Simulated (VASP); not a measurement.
# BaAlGeH: Li into a neighbouring H vacancy, part 2 of 4

Wanted: the minimum-energy path in BaAlGeH for this move: Li into a neighbouring H vacancy. The start is a cell from a database of measured crystal structures.

VASP 6.6.1, plane waves and PAW; the level of theory is named at each step.

So far. Step 2 (Relax the host): The run ended after 9 ionic steps, 0.012 eV below its first step, once forces and stress met EDIFFG = -0.02.

**3. Relax the start**

This step: PBEsol, spin-polarised, with small moments to start from; plane waves and PAW (Ba_sv, Ge, Al, H, Li) (VASP 6.6.1).

System of this step: Ba4LiAl4Ge4H2. The cell holds 15 atoms: 4 Ba, 4 Ge, 4 Al, 2 H and 1 Li. Its edges and angles: a = 9.086 Å, b = 9.086 Å, c = 6.687 Å, α = 115.1°, β = 115.1°, γ = 112.0°. It derives from BaAlGeH. Nearest the centre at fractional (0.355, 0.772, 0.250): Ba4 at 1.41 Å, Li15 at 2.19 Å, Ge7 at 2.50 Å, Al9 at 2.78 Å, Al11 at 2.82 Å, Ge8 at 3.20 Å, Ba3 at 3.37 Å, Ba1 at 3.38 Å.

A path needs two true minima; the start is relaxed with symmetry off.

Contents of INCAR:

```
SYSTEM = Ba4LiAl4Ge4H2
PREC = Normal
ENCUT = 280
EDIFF = 1E-05
NELM = 120
ISMEAR = 0
SIGMA = 0.05
LREAL = Auto
ALGO = Fast
GGA = PS
NBANDS = 58
ISPIN = 2
MAGMOM = 0 0 0 0.6 0 0 0.6 0 0 0 0 0 0 0 0.6
LORBIT = 11
LWAVE = .FALSE.
LCHARG = .FALSE.
KPAR = 3
IBRION = 2
NSW = 60
ISIF = 2
EDIFFG = -0.05
POTIM = 0.4
MAXMIX = 40
ISYM = 0
```

Contents of POSCAR:

```
Ba4LiAl4Ge4H2
1.0
   -6.5242557324      3.7667808034      5.0797700440
    6.5242557324     -3.7667808034      5.0797700440
    2.1747519108      3.7667808034     -5.0797700440
Ba Ge Al H Li
4 4 4 2 1
Direct
    0.5017515526      0.5014554792      0.0040663686
    1.0022020922      0.9980042233      0.0006091847
    1.0011802749      0.4991743865      0.5010796010
    0.5000715459      1.0007100622      0.5007894263
    0.5592084404      0.3910648282      0.4976580722
    0.0601197538      0.8947771751      0.5015349956
    0.0599232665      0.3918002993     -0.0028218816
    0.5660073224      0.8969892817      0.0045195531
    0.4288286534      0.5917695154      0.4862443404
    0.9351826311      0.1005950461      0.4998801015
    0.9304921074      0.6035040133      0.0004408832
    0.4372097965      0.1077145963      0.0072718503
    0.1013735486      0.2690461008      0.4922553090
    0.6008158135      0.2693622950     -0.0046369014
    0.1027175991      0.7704726864     -0.0039278078
```

Contents of KPOINTS:

```
Automatic mesh
0
Gamma
3 3 3
0 0 0
```

PAW data sets: Ba_sv, Ge, Al, H and Li (PBE family, release 64).

On the command line:

```sh
> mpirun -np 3 vasp_std
```

The log of the run:

```text
[banner, memory and clock lines left out]
running    3 mpi-ranks, on    1 nodes
 distrk:  each k-point on    1 cores,    3 groups
 distr:  one band on    1 cores,    1 groups

 POSCAR found type information on POSCAR BaGeAlH Li
 POSCAR found :  5 types and      15 ions
 [... a notice as in an earlier step ...]

 LDA part: xc-table for (Slater+PW92), standard interpolation
 POSCAR, INCAR and KPOINTS ok, starting setup
 FFT: planning ... GRIDC
 FFT: planning ... GRID_SOFT
 FFT: planning ... GRID
 WAVECAR not read
 entering main loop
       N       E                     dE             d eps       ncg     rms          rms(c)
DAV:   1     0.258541394426E+03    0.25854E+03   -0.19408E+04  3248   0.630E+02
DAV:   2    -0.371975855747E+02   -0.29574E+03   -0.28490E+03  4208   0.153E+02
DAV:   3    -0.566201549444E+02   -0.19423E+02   -0.19240E+02  4128   0.401E+01
DAV:   4    -0.573406861383E+02   -0.72053E+00   -0.71913E+00  4976   0.680E+00
DAV:   5    -0.573493607778E+02   -0.86746E-02   -0.86726E-02  4168   0.752E-01    0.115E+01
RMM:   6    -0.559694325155E+02    0.13799E+01   -0.14853E+00  3248   0.250E+00    0.663E+00
RMM:   7    -0.557131191231E+02    0.25631E+00   -0.81839E-01  3378   0.207E+00    0.259E+00
RMM:   8    -0.557068549096E+02    0.62642E-02   -0.23199E-01  3893   0.116E+00    0.705E-01
RMM:   9    -0.557051971358E+02    0.16578E-02   -0.37998E-02  4061   0.472E-01    0.437E-01
RMM:  10    -0.557042429240E+02    0.95421E-03   -0.10001E-02  4180   0.222E-01    0.142E-01
RMM:  11    -0.557045623116E+02   -0.31939E-03   -0.31170E-03  4586   0.117E-01    0.808E-02
RMM:  12    -0.557046876215E+02   -0.12531E-03   -0.84933E-04  4584   0.644E-02    0.365E-02
RMM:  13    -0.557047221435E+02   -0.34522E-04   -0.26854E-04  4190   0.332E-02    0.137E-02
RMM:  14    -0.557047311062E+02   -0.89627E-05   -0.84232E-05  3223   0.180E-02
   1 F= -.55704731E+02 E0= -.55701562E+02  d E =-.557047E+02  mag=     0.0021
 curvature:   0.00 expect dE= 0.000E+00 dE for cont linesearch  0.000E+00
 trial: gam= 0.00000 g(F)=  0.465E+01 g(S)=  0.000E+00 ort = 0.000E+00 (trialstep = 0.100E+01)
 search vector abs. value=  0.465E+01
 bond charge predicted
       N       E                     dE             d eps       ncg     rms          rms(c)
DAV:   1    -0.580343535281E+02   -0.23296E+01   -0.30869E+01  3248   0.169E+01    0.170E+00
RMM:   2    -0.580362511423E+02   -0.18976E-02   -0.13263E+00  3267   0.354E+00    0.607E-01
RMM:   3    -0.580373047590E+02   -0.10536E-02   -0.15883E-01  3742   0.124E+00    0.299E-01
RMM:   4    -0.580402340718E+02   -0.29293E-02   -0.37851E-02  5018   0.492E-01    0.206E-01
RMM:   5    -0.580409482567E+02   -0.71418E-03   -0.70101E-03  4998   0.196E-01    0.965E-02
RMM:   6    -0.580411697062E+02   -0.22145E-03   -0.23028E-03  5040   0.105E-01    0.415E-02
WARNING in EDDRMM: call to ZHEGV failed, returncode =   8  4     26
RMM:   7    -0.580412631546E+02   -0.93448E-04   -0.76397E-04  4755   0.590E-02    0.260E-02
RMM:   8    -0.580412939446E+02   -0.30790E-04   -0.24843E-04  4325   0.338E-02    0.123E-02
RMM:   9    -0.580413038291E+02   -0.98845E-05   -0.89531E-05  3836   0.207E-02
   2 F= -.58041304E+02 E0= -.58038751E+02  d E =-.233657E+01  mag=     0.0011
[... from here on, the cycles between the ionic steps are left out ...]
   3 F= -.58164195E+02 E0= -.58161888E+02  d E =-.245946E+01  mag=     0.0002
[...]
WARNING in EDDRMM: call to ZHEGV failed, returncode =   8  4     24
[...]
WARNING in EDDRMM: call to ZHEGV failed, returncode =   6  3     23
   4 F= -.58243270E+02 E0= -.58240848E+02  d E =-.253854E+01  mag=    -0.0004
   5 F= -.58398562E+02 E0= -.58395923E+02  d E =-.155291E+00  mag=    -0.0003
[...]
WARNING in EDDRMM: call to ZHEGV failed, returncode =   6  3     26
WARNING in EDDRMM: call to ZHEGV failed, returncode =   6  3     25
[...]
WARNING in EDDRMM: call to ZHEGV failed, returncode =   6  3     32
[...]
WARNING in EDDRMM: call to ZHEGV failed, returncode =   6  3     26
   6 F= -.58534618E+02 E0= -.58532133E+02  d E =-.291347E+00  mag=    -0.0000
[...]
WARNING in EDDRMM: call to ZHEGV failed, returncode =   6  3     30
   7 F= -.58546341E+02 E0= -.58543769E+02  d E =-.303071E+00  mag=    -0.0001
   8 F= -.58593347E+02 E0= -.58590743E+02  d E =-.470059E-01  mag=     0.0004
   9 F= -.58627103E+02 E0= -.58624420E+02  d E =-.807616E-01  mag=     0.0002
  10 F= -.58657745E+02 E0= -.58655180E+02  d E =-.306425E-01  mag=     0.0002
[...]
WARNING in EDDRMM: call to ZHEGV failed, returncode =   6  3     33
[...]
WARNING in EDDRMM: call to ZHEGV failed, returncode =   6  3     33
WARNING in EDDRMM: call to ZHEGV failed, returncode =   6  3     25
  11 F= -.58665436E+02 E0= -.58662911E+02  d E =-.383327E-01  mag=    -0.0001
  12 F= -.58690670E+02 E0= -.58687947E+02  d E =-.252345E-01  mag=    -0.0001
  13 F= -.58700789E+02 E0= -.58697764E+02  d E =-.353536E-01  mag=     0.0001
  14 F= -.58727881E+02 E0= -.58724642E+02  d E =-.270919E-01  mag=     0.0000
[...]
WARNING in EDDRMM: call to ZHEGV failed, returncode =   8  4     27
  15 F= -.58743448E+02 E0= -.58739580E+02  d E =-.426587E-01  mag=     0.0002
  16 F= -.58756258E+02 E0= -.58752309E+02  d E =-.128103E-01  mag=     0.0002
  17 F= -.58786415E+02 E0= -.58783110E+02  d E =-.429675E-01  mag=     0.0000
  18 F= -.58775856E+02 E0= -.58773462E+02  d E =-.324077E-01  mag=     0.0002
  19 F= -.58796326E+02 E0= -.58793666E+02  d E =-.528777E-01  mag=     0.0000
  20 F= -.58839565E+02 E0= -.58837027E+02  d E =-.432395E-01  mag=    -0.0000
[...]
WARNING in EDDRMM: call to ZHEGV failed, returncode =   6  3     32
  21 F= -.58909856E+02 E0= -.58907217E+02  d E =-.113531E+00  mag=     0.0000
  22 F= -.58912355E+02 E0= -.58909724E+02  d E =-.116030E+00  mag=     0.0000
  23 F= -.58955186E+02 E0= -.58952575E+02  d E =-.428301E-01  mag=     0.0001
[...]
WARNING in EDDRMM: call to ZHEGV failed, returncode =   6  3     29
  24 F= -.58972974E+02 E0= -.58970510E+02  d E =-.606184E-01  mag=    -0.0000
  25 F= -.59013549E+02 E0= -.59011208E+02  d E =-.405748E-01  mag=     0.0000
[...]
WARNING in EDDRMM: call to ZHEGV failed, returncode =   6  3     27
  26 F= -.59018092E+02 E0= -.59015829E+02  d E =-.451184E-01  mag=     0.0000
  27 F= -.59038753E+02 E0= -.59036528E+02  d E =-.206604E-01  mag=     0.0000
  28 F= -.59040217E+02 E0= -.59038018E+02  d E =-.221253E-01  mag=     0.0000
  29 F= -.59046221E+02 E0= -.59043960E+02  d E =-.600336E-02  mag=    -0.0000
  30 F= -.59047015E+02 E0= -.59044660E+02  d E =-.679734E-02  mag=     0.0000
  31 F= -.59047291E+02 E0= -.59044968E+02  d E =-.707346E-02  mag=     0.0000
  32 F= -.59050616E+02 E0= -.59048230E+02  d E =-.332472E-02  mag=    -0.0001
  33 F= -.59050623E+02 E0= -.59048223E+02  d E =-.333219E-02  mag=    -0.0000
 curvature:  -3.17 expect dE=-0.354E-02 dE for cont linesearch -0.208E-04
 trial: gam= 0.63272 g(F)=  0.112E-02 g(S)=  0.000E+00 ort =-0.152E-03 (trialstep = 0.318E+01)
 search vector abs. value=  0.233E-02
 bond charge predicted
       N       E                     dE             d eps       ncg     rms          rms(c)
DAV:   1    -0.590518713066E+02   -0.12464E-02   -0.27591E-01  3260   0.167E+00    0.136E-01
RMM:   2    -0.590526649024E+02   -0.79360E-03   -0.11306E-02  3250   0.340E-01    0.596E-02
RMM:   3    -0.590527453049E+02   -0.80402E-04   -0.11888E-03  3510   0.110E-01    0.443E-02
RMM:   4    -0.590527500507E+02   -0.47458E-05   -0.27308E-04  4705   0.419E-02    0.276E-02
RMM:   5    -0.590527450374E+02    0.50133E-05   -0.62203E-05  3679   0.183E-02
  34 F= -.59052745E+02 E0= -.59050318E+02  d E =-.212190E-02  mag=    -0.0000
 trial-energy change:   -0.002122  1 .order   -0.002163   -0.003250   -0.001075
 step:   5.1083(harm=  4.7596)  dis= 0.01792  next Energy=   -59.053061 (dE=-0.244E-02)
 reached required accuracy - stopping structural energy minimisation
```

Wall time 13 min (3 MPI ranks of AMD EPYC 9R45, shared host); peak memory 1 GiB; 39 min of CPU time.

OUTCAR, selected parts (step 3):

```text
 Found     14 irreducible k-points:

   k-points           NKPTS =     14   k-points in BZ     NKDIM =     14   number of bands    NBANDS=     58

   dimension x,y,z NGX =    40 NGY =   40 NGZ =   28
   dimension x,y,z NGXF=    80 NGYF=   80 NGZF=   56

   ENCUT  =  280.0 eV  20.58 Ry    4.54 a.u.  12.40 12.40  9.12*2*pi/ulx,y,z

   NELECT =      71.0000    total number of electrons

 E-fermi :   4.0480

 spin component 1
 k-point     1 :       0.0000    0.0000    0.0000
  band No.  band energies     occupation
    ...
     32       2.7322      1.00000
     33       2.8768      1.00000
     34       2.9101      1.00000
     35       3.0543      1.00000
     36       3.4702      1.00000
     37       4.4222      0.00000
     38       4.7475      0.00000
     39       4.9544      0.00000
     40       5.3077      0.00000
     41       5.8473      0.00000
    ...

 k-point     2 :       0.3333    0.0000   -0.0000
  band No.  band energies     occupation
    ...
     32       2.5065      1.00000
     33       2.6696      1.00000
     34       2.7685      1.00000
     35       3.3769      1.00000
     36       3.9318      0.99949
     37       4.9933      0.00000
     38       5.3100      0.00000
     39       5.5986      0.00000
     40       5.6712      0.00000
     41       5.8482      0.00000
    ...

 k-point     3 :      -0.3333   -0.0000    0.3333
  band No.  band energies     occupation
    ...
     32       2.4732      1.00000
     33       2.6793      1.00000
     34       2.9027      1.00000
     35       3.3629      1.00000
     36       3.7898      1.00000
     37       5.0168      0.00000
     38       5.3585      0.00000
     39       5.5131      0.00000
     40       5.7041      0.00000
     41       5.9388      0.00000
    ...

 k-point     4 :       0.0000    0.3333   -0.3333
  band No.  band energies     occupation
    ...
     32       2.5678      1.00000
     33       2.8021      1.00000
     34       2.8661      1.00000
     35       3.5909      1.00000
     36       3.9207      0.99984
     37       4.6621      0.00000
     38       4.9890      0.00000
     39       5.2930      0.00000
     40       5.5673      0.00000
     41       5.8413      0.00000
    ...

  Total        3.1576135      2.7639719      3.0399960      0.3789359     -0.0591744     -0.3329617
  in kB       15.1969153     13.3024031     14.6308478      1.8237369     -0.2847938     -1.6024730
  external PRESSURE =      14.3767220 kB  Pullay stress =       0.0000000 kB

  energy-cutoff  :      280.00
  volume of cell :      332.90
      direct lattice vectors                 reciprocal lattice vectors
    -6.524255732  3.766780803  5.079770044     0.000000000  0.132739341  0.098429652
     6.524255732 -3.766780803  5.079770044     0.114955641  0.066369670  0.098429652
     2.174751911  3.766780803 -5.079770044     0.114955641  0.199109011  0.000000000

 POSITION                                       TOTAL-FORCE (eV/Angst)
 -----------------------------------------------------------------------------------
      2.23453      3.71026     -0.03047        -0.022913     -0.015096     -0.014636
      2.33319      3.66162      4.82137         0.042948     -0.015202      0.006856
     -2.37990      3.70113      4.92930        -0.011952      0.018046      0.011326
      4.28895      0.22195      4.97929        -0.005359      0.006024      0.012540
     -0.06092      2.51117      2.14635        -0.017559     -0.000804     -0.004032
      6.48355     -1.19717      2.08388         0.013605      0.008947     -0.012876
      2.18940     -1.23843      2.31843        -0.002803      0.010036     -0.003587
      4.42922      2.43219      2.24925        -0.031897      0.023939     -0.018711
      2.12239      1.23679      2.47652         0.039996     -0.015384      0.012515
     -4.36652      5.05944      2.48247        -0.017348      0.023441     -0.012991
     -2.17549      1.28040      7.89610         0.012544     -0.024312      0.034177
      0.08461      4.94910     -2.13981        -0.013548     -0.005126      0.004749
      2.12782      1.29271     -0.86615         0.016165     -0.006483      0.012298
      0.06842      4.96295     -0.42853        -0.019380      0.031591     -0.022155
      6.50613      1.26269      0.55038         0.017500     -0.039617     -0.005472
 -----------------------------------------------------------------------------------
    total drift:                               -0.001582      0.007494     -0.010679

  FREE ENERGIE OF THE ION-ELECTRON SYSTEM (eV)
  ---------------------------------------------------
  free  energy   TOTEN  =       -59.0527450374 eV

  energy  without entropy=      -59.0478900200  energy(sigma->0) =      -59.05031753

 total charge
# of ion       s       p       d       tot
------------------------------------------
    1        2.009   5.573   0.405   7.987
    2        2.017   5.564   0.439   8.020
    3        2.016   5.567   0.457   8.040
    4        2.019   5.562   0.452   8.033
    5        1.131   1.248   0.026   2.405
    6        1.131   1.270   0.025   2.425
    7        1.131   1.302   0.029   2.462
    8        1.121   1.271   0.025   2.417
    9        0.431   0.373   0.000   0.804
   10        0.417   0.385   0.000   0.801
   11        0.435   0.357   0.000   0.792
   12        0.426   0.401   0.000   0.827
   13        0.553   0.007   0.000   0.560
   14        0.549   0.008   0.000   0.557
   15        0.149   0.199   0.000   0.348
--------------------------------------------------
tot         15.533  29.086   1.857  46.476

 magnetization (x)
# of ion       s       p       d       tot
------------------------------------------
    1        0.000   0.000  -0.000   0.000
    2        0.000   0.000  -0.000   0.000
    3        0.000  -0.000   0.000   0.000
    4        0.000   0.000   0.000   0.000
    5        0.000   0.000  -0.000   0.000
    6        0.000   0.000  -0.000   0.000
    7       -0.000  -0.000   0.000  -0.000
    8       -0.000  -0.000  -0.000  -0.000
    9        0.000   0.000   0.000   0.000
   10       -0.000  -0.000   0.000  -0.000
   11       -0.000  -0.000   0.000  -0.000
   12        0.000   0.000   0.000   0.000
   13       -0.000   0.000   0.000  -0.000
   14        0.000  -0.000   0.000   0.000
   15       -0.000   0.000   0.000   0.000
--------------------------------------------------
tot          0.000   0.000   0.000   0.000

[... 1 part as in an earlier step ...]

[... 7 further parts left out ...]
```

Step by step (22 of 34):

| step | energy less that of the first step (eV) | largest force (eV/Å) |
| --- | --- | --- |
| 1 | 0.0000 | 7.9109 |
| 3 | -2.4595 | 1.2539 |
| 4 | -2.5385 | 1.0662 |
| 6 | -2.8299 | 0.5294 |
| 7 | -2.8416 | 0.5101 |
| 9 | -2.9224 | 0.3013 |
| 10 | -2.9530 | 0.2970 |
| 12 | -2.9859 | 0.2144 |
| 14 | -3.0231 | 0.2034 |
| 15 | -3.0387 | 0.4433 |
| 17 | -3.0817 | 0.4406 |
| 18 | -3.0711 | 0.5256 |
| 20 | -3.1348 | 0.3654 |
| 21 | -3.2051 | 0.3967 |
| 23 | -3.2505 | 0.3182 |
| 25 | -3.3088 | 0.2444 |
| 26 | -3.3134 | 0.3092 |
| 28 | -3.3355 | 0.1133 |
| 29 | -3.3415 | 0.0997 |
| 31 | -3.3426 | 0.1182 |
| 32 | -3.3459 | 0.0663 |
| 34 | -3.3480 | 0.0461 |

The atoms that moved most (Å):

```
atom      dx      dy      dz  length
Li15  -0.017   0.026   1.175   1.175
 Ba2   0.185  -0.123  -0.256   0.339
 H13  -0.037   0.070  -0.247   0.260
 Ba3  -0.194  -0.077  -0.147   0.256
 Ba4  -0.066   0.221  -0.100   0.252
Al10  -0.009   0.033  -0.240   0.242
 Al9   0.002   0.019  -0.238   0.239
 Ge6  -0.053   0.058  -0.219   0.233
```

The relaxed structure:

```xyz
15
Lattice="-6.5243 3.7668 5.0798 6.5243 -3.7668 5.0798 2.1748 3.7668 -5.0798" Properties=species:S:1:pos:R:3 pbc="T T T"
Ba    0.0598   -0.0565    5.0493
Ba    0.1584   -0.1052    9.9011
Ba   -2.3799    3.7011    4.9293
Ba    4.2890    0.2219    4.9793
Ge   -0.0609    2.5112    2.1463
Ge    6.4835   -1.1972    2.0839
Ge    2.1894   -1.2384    2.3184
Ge    2.2545   -1.3346    7.3290
Al    2.1224    1.2368    2.4765
Al   -4.3665    5.0594    2.4825
Al   -2.1755    1.2804    7.8961
Al   -2.0901    1.1823    2.9400
H     2.1278    1.2927   -0.8661
H    -2.1063    1.1962    4.6512
Li    4.3314   -2.5041    5.6301
```

This step gave:

- electronic cycles: 236
- electrons: 71
- free energy (TOTEN): -59.0527 eV
- energy at zero smearing: -59.0503 eV
- Fermi energy: 4.048 eV
- labelled metallic, from the levels on this mesh: yes

The spin moment in the PAW sphere vanishes on all atoms.

The run ended after 34 ionic steps, 3.348 eV below its first step, once the forces on the free atoms met EDIFFG = -0.05.

Li moved by 1.17 Å, so this state is no longer the site that was set up, and the path will join the minima actually found.

(Continued in part 3 of 4.)

[Lines on the potential files, build, host, timing and source positions are cut from VASP's logs without a mark.]

[Logs are printed without paths, hosts, clocks, repeated set-up lines and the standing remarks that a program may print on its own settings, such as how far it seeks lower states.]

[Hosts, paths, dates, database ids (printed as entryN), source tags and the programs' standing remarks are cut or masked in the printed files.]

[Runs that stopped without an error message from VASP are left out.]
